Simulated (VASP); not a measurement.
## HgTe: energy against strain

HgTe (zinc blende, F-43m, 34.573 Å³/atom and stress up to 0.01 GPa in the relaxed cell, cube axes along x, y and z) under an equal strain ε along x and y, with z held. PBEsol in VASP (plane waves, PAW), 480 eV, 8×8×8 Γ-centred mesh, Methfessel-Paxton smearing 0.10 eV; ions are relaxed, or left where forces stay under 0.02 eV/Å, within the symmetry of each cell.

Here s stands for strain and y for E less E0.

```
strain (%)  E less E0 (meV/atom)
----------  --------------------
-3.00                          ?
-1.50                       4.80
-1.00                       2.17
-0.50                       0.58
0.00                        0.00
0.50                        0.38
1.00                        1.69
1.50                        3.88
```

Taking a parabola for y over the 7 complete rows: Least squares gives y = -0.001 - 0.2800·s + 1.9295·s². Residuals (row less fit): 0.040, -0.039, -0.041, 0.001, 0.039, 0.041, -0.040; standard error 0.049 (degrees of freedom: 4). Twice the quadratic coefficient over the volume, 2 × 1.9295 meV × 10⁴ × 0.1602 / 34.573 Å³, is the elastic constants 2(C11 + C12) = 179 ± 2 GPa (± standard error of the fit, which holds the terms cut off).

Question: What does the fit predict for y at s = -3.00, and how far is the calculated value from it?

Answer: y = -0.001 - 0.2800 × (-3.0) + 1.9295 × (-3.0)² = 18.204 meV/atom. The calculation gives 19.41 meV/atom, 1.206 meV/atom above the prediction (6.2 % of the range of y in the table). The row lies outside the fitted rows, so this is an extrapolation. From the scatter of the fitted rows alone, a prediction at this place has a standard error of 0.187 meV/atom, so the miss is 6.4 times that.

A polynomial of degree 3 through the 12 other runs of the series gives 19.37 there, so most of the miss is curvature that the fit leaves out. This level leaves no gap over 0.05 eV at strain -3.00, -1.50, -1.00, -0.50, 0.00, 0.50, 1.00, 1.50 %. Spin-orbit coupling is left out, which can shift these values for the heavy elements here. Rows are the converged runs of the series near zero and its far end, less any whose ions stayed unrelaxed beside relaxed ones; series whose fitted rows scatter by over a few per cent of the range, as at a crossing or softening among them, aren't shown in this form. Most that stay on the fit to the last digits aren't either.
